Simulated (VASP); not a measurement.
# Initial- and final-state core-level shifts of CsAl20

Wanted: the chemical shifts that photoemission would resolve in CsAl20.

Main program and level: VASP 6.6.1; PBE; plane waves and PAW (Cs_sv, Al), in the first sound run; inputs show where later runs differ.

## (1) The structure

The cell holds 21 atoms: 1 Cs and 20 Al. Cell: a = 8.080 Å, b = 5.713 Å, c = 23.213 Å, α = 90.0°, β = 90.0°, γ = 90.0°. It derives from Al. Adsorbate: added Cs, site longbridge, coverage in monolayers 0.25, cell 2x2, faces one. Regions: adsorbate, 1 atom (1 Cs); layer 1, 4 atoms (4 Al); layer 2, 4 atoms (4 Al); layer 3, 4 atoms (4 Al); other layers, 8 atoms (8 Al). Vacuum lies along c.

## (2) Relaxation

The free atoms are relaxed first inside the given cell, which is kept (ISIF = 0), since core levels depend on the positions.

The input, INCAR:

```
SYSTEM = CsAl20
PREC = Normal
ENCUT = 330
EDIFF = 1E-05
NELM = 100
ISMEAR = 0
SIGMA = 0.1
LREAL = Auto
ALGO = Fast
GGA = PE
NBANDS = 55
LWAVE = .FALSE.
LCHARG = .FALSE.
NCORE = 8
IBRION = 2
NSW = 50
ISIF = 0
EDIFFG = -0.05
```

The input, POSCAR:

```
CsAl20
1.0
    8.0800000000      0.0000000000      0.0000000000
    0.0000000000      5.7134227920      0.0000000000
    0.0000000000      0.0000000000     23.2134227920
Cs Al
1 20
Selective dynamics
Direct
    0.2502972220      0.0000000000      0.6769110670  T T T
    0.0000000000      0.0000000000      0.5692147560  T T T
    0.5000000000      0.0000000000      0.5692147560  T T T
    0.0000000000      0.5000000000      0.5692147560  T T T
    0.5000000000      0.5000000000      0.5692147560  T T T
    0.2500000000      0.2500000000      0.5076833000  T T T
    0.7500000000      0.2500000000      0.5076833000  T T T
    0.2500000000      0.7500000000      0.5076833000  T T T
    0.7500000000      0.7500000000      0.5076833000  T T T
    0.0000000000      0.0000000000      0.4461518450  F F F
    0.5000000000      0.0000000000      0.4461518450  F F F
    0.0000000000      0.5000000000      0.4461518450  F F F
    0.5000000000      0.5000000000      0.4461518450  F F F
    0.2500000000      0.2500000000      0.3846203890  F F F
    0.7500000000      0.2500000000      0.3846203890  F F F
    0.2500000000      0.7500000000      0.3846203890  F F F
    0.7500000000      0.7500000000      0.3846203890  F F F
    0.0000000000      0.0000000000      0.3230889330  F F F
    0.5000000000      0.0000000000      0.3230889330  F F F
    0.0000000000      0.5000000000      0.3230889330  F F F
    0.5000000000      0.5000000000      0.3230889330  F F F
```

The input, KPOINTS:

```
Automatic mesh
0
Gamma
3 3 1
0 0 0
```

PAW data sets: Cs_sv and Al (PBE family, release 64).

Run with:

```bash
> mpirun -np 8 vasp_std
```

The program printed:

```text
[banner, memory and clock lines left out]
running    8 mpi-ranks, on    1 nodes
 distrk:  each k-point on    8 cores,    1 groups
 distr:  one band on    8 cores,    1 groups

 POSCAR found type information on POSCAR CsAl
 POSCAR found :  2 types and      21 ions
|                                                                             |
|           W    W    AA    RRRRR   N    N  II  N    N   GGGG   !!!           |
|           W    W   A  A   R    R  NN   N  II  NN   N  G    G  !!!           |
|           W    W  A    A  R    R  N N  N  II  N N  N  G       !!!           |
|           W WW W  AAAAAA  RRRRR   N  N N  II  N  N N  G  GGG   !            |
|           WW  WW  A    A  R   R   N   NN  II  N   NN  G    G                |
|           W    W  A    A  R    R  N    N  II  N    N   GGGG   !!!           |
|                                                                             |
|     For optimal performance we recommend to set                             |
|       NCORE = 2 up to number-of-cores-per-socket                            |
|     NCORE specifies how many cores store one orbital (NPAR=cpu/NCORE).      |
|     This setting can greatly improve the performance of VASP for DFT.       |
|     The default, NCORE=1 might be grossly inefficient on modern             |
|     multi-core architectures or massively parallel machines. Do your        |
|     Unfortunately you need to use the default for GW and RPA                |
|     calculations (for HF NCORE is supported but not extensively tested      |
|     yet).                                                                   |
|                                                                             |

 LDA part: xc-table for (Slater+PW92), standard interpolation
 POSCAR, INCAR and KPOINTS ok, starting setup
 FFT: planning ... GRIDC
 FFT: planning ... GRID_SOFT
 FFT: planning ... GRID
 WAVECAR not read
 entering main loop
       N       E                     dE             d eps       ncg     rms          rms(c)
DAV:   1     0.222589497901E+03    0.22259E+03   -0.16248E+04   440   0.619E+02
DAV:   2    -0.502673271958E+02   -0.27286E+03   -0.25918E+03   592   0.138E+02
DAV:   3    -0.755721418827E+02   -0.25305E+02   -0.24831E+02   568   0.394E+01
DAV:   4    -0.763637169537E+02   -0.79158E+00   -0.79038E+00   576   0.869E+00
DAV:   5    -0.764152610663E+02   -0.51544E-01   -0.51542E-01   688   0.214E+00    0.680E+00
RMM:   6    -0.720859698012E+02    0.43293E+01   -0.72667E+00   446   0.283E+00    0.359E+00
RMM:   7    -0.714273657127E+02    0.65860E+00   -0.18184E+00   462   0.227E+00    0.172E+00
RMM:   8    -0.711998122863E+02    0.22755E+00   -0.93432E-01   503   0.159E+00    0.670E-01
RMM:   9    -0.711873629032E+02    0.12449E-01   -0.16412E-01   545   0.789E-01    0.507E-01
RMM:  10    -0.711580016697E+02    0.29361E-01   -0.60177E-02   506   0.475E-01    0.239E-01
RMM:  11    -0.711574892179E+02    0.51245E-03   -0.23614E-02   550   0.286E-01    0.163E-01
RMM:  12    -0.711622994925E+02   -0.48103E-02   -0.14680E-02   499   0.224E-01    0.735E-02
RMM:  13    -0.711646249439E+02   -0.23255E-02   -0.47761E-03   580   0.124E-01    0.523E-02
RMM:  14    -0.711676741733E+02   -0.30492E-02   -0.14656E-03   454   0.893E-02    0.221E-02
RMM:  15    -0.711684598620E+02   -0.78569E-03   -0.69401E-04   445   0.487E-02    0.148E-02
RMM:  16    -0.711688687076E+02   -0.40885E-03   -0.30511E-04   382   0.293E-02    0.878E-03
RMM:  17    -0.711693330758E+02   -0.46437E-03   -0.13085E-04   364   0.171E-02    0.498E-03
RMM:  18    -0.711696483425E+02   -0.31527E-03   -0.73126E-05   344   0.125E-02    0.280E-03
RMM:  19    -0.711699025412E+02   -0.25420E-03   -0.57462E-05   330   0.954E-03    0.166E-03
RMM:  20    -0.711699868740E+02   -0.84333E-04   -0.15446E-05   291   0.611E-03    0.202E-03
RMM:  21    -0.711700156932E+02   -0.28819E-04   -0.57285E-06   242   0.421E-03    0.146E-03
RMM:  22    -0.711700289159E+02   -0.13223E-04   -0.30908E-06   227   0.352E-03    0.105E-03
RMM:  23    -0.711700327042E+02   -0.37883E-05   -0.11899E-06   195   0.291E-03
   1 F= -.71170033E+02 E0= -.71151072E+02  d E =-.711700E+02
 curvature:   0.00 expect dE= 0.000E+00 dE for cont linesearch  0.000E+00
 trial: gam= 0.00000 g(F)=  0.184E+00 g(S)=  0.000E+00 ort = 0.000E+00 (trialstep = 0.100E+01)
 search vector abs. value=  0.184E+00
 bond charge predicted
       N       E                     dE             d eps       ncg     rms          rms(c)
DAV:   1    -0.713152323363E+02   -0.14520E+00   -0.33016E+00   560   0.441E+00    0.299E-01
RMM:   2    -0.713232439066E+02   -0.80116E-02   -0.11639E-01   488   0.909E-01    0.902E-02
RMM:   3    -0.713240095333E+02   -0.76563E-03   -0.16321E-02   507   0.387E-01    0.736E-02
RMM:   4    -0.713242690525E+02   -0.25952E-03   -0.33522E-03   560   0.171E-01    0.768E-02
RMM:   5    -0.713242889101E+02   -0.19858E-04   -0.46298E-04   538   0.635E-02    0.743E-02
RMM:   6    -0.713242859417E+02    0.29684E-05   -0.87885E-05   384   0.281E-02
   2 F= -.71324286E+02 E0= -.71306660E+02  d E =-.154253E+00
[...]
3 F= -.71458594E+02 E0= -.71443943E+02  d E =-.288562E+00
[...]
4 F= -.71458852E+02 E0= -.71444045E+02  d E =-.288819E+00
[...]
5 F= -.71474062E+02 E0= -.71459302E+02  d E =-.152107E-01
[...]
6 F= -.71480123E+02 E0= -.71465468E+02  d E =-.212708E-01
[...]
7 F= -.71480159E+02 E0= -.71465492E+02  d E =-.213070E-01
[...]
8 F= -.71482548E+02 E0= -.71467751E+02  d E =-.238887E-02
 trial-energy change:   -0.002389  1 .order   -0.002453   -0.002912   -0.001993
 step:   5.5142(harm=  5.5142)  dis= 0.00887  next Energy=   -71.484771 (dE=-0.461E-02)
 bond charge predicted
       N       E                     dE             d eps       ncg     rms          rms(c)
DAV:   1    -0.714849262442E+02   -0.23840E-02   -0.15536E-01   454   0.128E+00    0.120E-01
RMM:   2    -0.714848520961E+02    0.74148E-04   -0.66979E-03   452   0.276E-01    0.507E-02
RMM:   3    -0.714849668356E+02   -0.11474E-03   -0.15867E-03   490   0.131E-01    0.467E-02
RMM:   4    -0.714848884078E+02    0.78428E-04   -0.32047E-04   502   0.600E-02    0.478E-02
RMM:   5    -0.714848932071E+02   -0.47993E-05   -0.51979E-05   388   0.247E-02
   9 F= -.71484893E+02 E0= -.71469843E+02  d E =-.473442E-02
 curvature:  -3.21 expect dE=-0.124E-02 dE for cont linesearch -0.507E-04
 trial: gam= 0.12539 g(F)=  0.387E-03 g(S)=  0.000E+00 ort = 0.175E-03 (trialstep = 0.250E+01)
 search vector abs. value=  0.462E-03
 reached required accuracy - stopping structural energy minimisation
```

Elapsed: 25 s, on 8 MPI ranks of Intel Xeon 6975P-C (Granite Rapids), shared host; peak memory 1.1 GiB.

The logs omit lines about the potential files and the build; timing stands in the text.

Parts of OUTCAR (step 2):

```text
ion  position               nearest neighbor table
   1  0.250  0.000  0.677-   3 3.21   2 3.22
   2  0.000  0.000  0.569-  10 2.86   4 2.86   4 2.86   8 2.86   9 2.86   6 2.86   7 2.86   1 3.22

  LATTYP: Found a simple orthorhombic cell.
 ALAT       =     5.7134227920
 B/A-ratio  =     1.4142135624
 C/A-ratio  =     4.0629625423

 Subroutine GETGRP returns: Found  2 space group operations
 (whereof  2 operations were pure point group operations)

The static configuration has the point symmetry C_1h.

 Found      4 irreducible k-points:

   k-points           NKPTS =      4   k-points in BZ     NKDIM =      4   number of bands    NBANDS=     55

   dimension x,y,z NGX =    36 NGY =   28 NGZ =  108
   dimension x,y,z NGXF=    72 NGYF=   56 NGZF=  216

   ENCUT  =  330.0 eV  24.25 Ry    4.92 a.u.  11.97  8.46 34.38*2*pi/ulx,y,z

   NELECT =      69.0000    total number of electrons

 k-points in reciprocal lattice and weights: Automatic mesh
   0.00000000  0.00000000  0.00000000       0.111
   0.33333333  0.00000000  0.00000000       0.222
   0.00000000  0.33333333  0.00000000       0.222
   0.33333333  0.33333333  0.00000000       0.444

 average (electrostatic) potential at core
       1 -52.5291       2 -79.6164       3 -79.6161       4 -79.7365       5 -79.7363
       6 -79.6699       7 -79.6144       8 -79.6699       9 -79.6144      10 -79.6118
      11 -79.6118      12 -79.6381      13 -79.6382      14 -79.6846      15 -79.6640
      16 -79.6846      17 -79.6640      18 -79.8486      19 -79.8486      20 -79.8534
      21 -79.8534

 E-fermi :   0.7914

 k-point     1 :       0.0000    0.0000    0.0000
  band No.  band energies     occupation
    ...
     31      -0.1379      2.00000
     32      -0.0323      2.00000
     33       0.1018      2.00000
     34       0.1852      2.00000
     35       0.8147      0.74210
     36       1.1866      0.00000
     37       1.2704      0.00000
     38       1.5221      0.00000
     39       1.5650      0.00000
     40       1.6052      0.00000
    ...

 k-point     2 :       0.3333    0.0000    0.0000
  band No.  band energies     occupation
    ...
     31      -0.1137      2.00000
     32       0.0139      2.00000
     33       0.3321      2.00000
     34       0.6779      1.89153
     35       0.7178      1.70178
     36       0.8477      0.42561
     37       0.9691      0.01195
     38       1.1863      0.00000
     39       1.4517      0.00000
     40       1.6802      0.00000
    ...

 k-point     3 :       0.0000    0.3333    0.0000
  band No.  band energies     occupation
    ...
     31       0.3253      2.00000
     32       0.4450      2.00000
     33       0.5013      1.99996
     34       0.5149      1.99991
     35       0.5651      1.99863
     36       1.2951      0.00000
     37       1.6789      0.00000
     38       1.7083      0.00000
     39       1.9048      0.00000
     40       1.9256      0.00000
    ...

  energy-cutoff  :      330.00
  volume of cell :     1071.64
      direct lattice vectors                 reciprocal lattice vectors
     8.080000000  0.000000000  0.000000000     0.123762376  0.000000000  0.000000000
     0.000000000  5.713422792  0.000000000     0.000000000  0.175026431  0.000000000
     0.000000000  0.000000000 23.213422792     0.000000000  0.000000000  0.043078524

 POSITION                                       TOTAL-FORCE (eV/Angst)
 -----------------------------------------------------------------------------------
      2.02130      0.00000     15.83163        -0.000676      0.000000     -0.043792
      7.98825      0.00000     13.02793        -0.016472      0.000000      0.017197
      4.13199      0.00000     13.02782         0.016007      0.000000      0.016512
      0.00928      2.85671     13.12648        -0.031927      0.000000     -0.013131
      4.03097      2.85671     13.12635         0.030764      0.000000     -0.012543
      2.01998      1.42614     11.80325         0.000403     -0.018159     -0.030538
      6.06000      1.45987     11.75788         0.000637      0.007597     -0.005913
      2.01998      4.28728     11.80325         0.000403      0.018159     -0.030538
      6.06000      4.25356     11.75788         0.000637     -0.007597     -0.005913
      0.00000      0.00000     10.35671         0.021281      0.000000     -0.383012
      4.04000      0.00000     10.35671        -0.021300      0.000000     -0.383308
      0.00000      2.85671     10.35671         0.120386      0.000000     -0.163519
      4.04000      2.85671     10.35671        -0.120461      0.000000     -0.163742
      2.02000      1.42836      8.92836         0.000037      0.014184     -0.090370
      6.06000      1.42836      8.92836         0.000035     -0.051119     -0.153320
      2.02000      4.28507      8.92836         0.000037     -0.014184     -0.090370
      6.06000      4.28507      8.92836         0.000035      0.051119     -0.153320
      0.00000      0.00000      7.50000        -0.029111      0.000000      0.431498
      4.04000      0.00000      7.50000         0.029198      0.000000      0.431558
      0.00000      2.85671      7.50000         0.026659      0.000000      0.413261
      4.04000      2.85671      7.50000        -0.026573      0.000000      0.413303
 -----------------------------------------------------------------------------------
    total drift:                               -0.000268      0.000000     -0.014716

  FREE ENERGIE OF THE ION-ELECTRON SYSTEM (eV)
  ---------------------------------------------------
  free  energy   TOTEN  =       -71.4848932071 eV

  energy  without entropy=      -71.4547934744  energy(sigma->0) =      -71.46984334

 reached required accuracy - stopping structural energy minimisation

[... 1 further part left out ...]
```

CONTCAR:

```
CsAl20
   1.00000000000000
     8.0800000000000001    0.0000000000000000    0.0000000000000000
     0.0000000000000000    5.7134227920000002    0.0000000000000000
     0.0000000000000000    0.0000000000000000   23.2134227919999994
  Cs              Al
     1    20
Selective dynamics
Direct
     0.2501614601932036    0.0000000000000000    0.6820033651200097   T   T   T
     0.9886441877906511    0.0000000000000000    0.5612238042823420   T   T   T
     0.5113844417509311    0.0000000000000000    0.5612191494142222   T   T   T
     0.0011485826587330    0.5000000000000000    0.5654692701233065   T   T   T
     0.4988828948709060    0.5000000000000000    0.5654637141463159   T   T   T
     0.2499981422351009    0.2496120684284382    0.5084667099389688   T   T   T
     0.7500000721386062    0.2555152134884545    0.5065119806186423   T   T   T
     0.2499981422351009    0.7503879315715617    0.5084667099389688   T   T   T
     0.7500000721386062    0.7444847865115456    0.5065119806186423   T   T   T
     0.0000000000000000    0.0000000000000000    0.4461518450000028   F   F   F
     0.5000000000000000    0.0000000000000000    0.4461518450000028   F   F   F
     0.0000000000000000    0.5000000000000000    0.4461518450000028   F   F   F
     0.5000000000000000    0.5000000000000000    0.4461518450000028   F   F   F
     0.2500000000000000    0.2500000000000000    0.3846203889999984   F   F   F
     0.7500000000000000    0.2500000000000000    0.3846203889999984   F   F   F
     0.2500000000000000    0.7500000000000000    0.3846203889999984   F   F   F
     0.7500000000000000    0.7500000000000000    0.3846203889999984   F   F   F
     0.0000000000000000    0.0000000000000000    0.3230889330000011   F   F   F
     0.5000000000000000    0.0000000000000000    0.3230889330000011   F   F   F
     0.0000000000000000    0.5000000000000000    0.3230889330000011   F   F   F
     0.5000000000000000    0.5000000000000000    0.3230889330000011   F   F   F
```

This run has no spin polarisation. The run keeps the 2 symmetry operations of its start, so it cannot find a distortion of lower symmetry.

The steps of the relaxation:

```csv
step,energy less that of the first step (eV),largest force (eV/Å)
1,0.0000,1.2136
2,-0.1543,0.8483
3,-0.2886,0.4409
4,-0.2888,0.4417
5,-0.3040,0.4374
6,-0.3101,0.4311
7,-0.3101,0.4317
8,-0.3125,0.4311
9,-0.3149,0.4325
```

The atoms that moved most (Å):

```csv
atom,dx,dy,dz,length
Al3,0.092,0.000,-0.186,0.207
Al2,-0.092,0.000,-0.185,0.207
Cs1,-0.001,0.000,0.118,0.118
Al5,-0.009,0.000,-0.087,0.088
Al4,0.009,0.000,-0.087,0.087
Al7,0.000,0.032,-0.027,0.042
Al9,0.000,-0.032,-0.027,0.042
Al8,0.000,0.002,0.018,0.018
```

The relaxed structure:

```xyz
21
Lattice="8.0800 0.0000 0.0000 0.0000 5.7134 0.0000 0.0000 0.0000 23.2134" Properties=species:S:1:pos:R:3
Cs    2.0213    0.0000   15.8316
Al   -0.0918    0.0000   13.0279
Al    4.1320    0.0000   13.0278
Al    0.0093    2.8567   13.1265
Al    4.0310    2.8567   13.1263
Al    2.0200    1.4261   11.8033
Al    6.0600    1.4599   11.7579
Al    2.0200    4.2873   11.8033
Al    6.0600    4.2536   11.7579
Al    0.0000    0.0000   10.3567
Al    4.0400    0.0000   10.3567
Al    0.0000    2.8567   10.3567
Al    4.0400    2.8567   10.3567
Al    2.0200    1.4284    8.9284
Al    6.0600    1.4284    8.9284
Al    2.0200    4.2851    8.9284
Al    6.0600    4.2851    8.9284
Al    0.0000    0.0000    7.5000
Al    4.0400    0.0000    7.5000
Al    0.0000    2.8567    7.5000
Al    4.0400    2.8567    7.5000
```

Numbers from this step:

```
free energy (TOTEN)     : -71.4849 eV
energy at zero smearing : -71.4698 eV
Fermi energy            : 0.7914 eV
```

The forces on the free atoms are under 0.05 eV/Å, while the fixed ones keep up to 0.43 eV/Å.

[end of part 1 of 3]

[Lines on the potential files, build, host, timing and source positions are cut from VASP's logs without a mark.]

[Logs are printed without paths, hosts, clocks, repeated set-up lines and the standing remarks that a program may print on its own settings, such as how far it seeks lower states.]

[Hosts, paths, dates, database ids (printed as entryN), source tags and the programs' standing remarks are cut or masked in the printed files.]
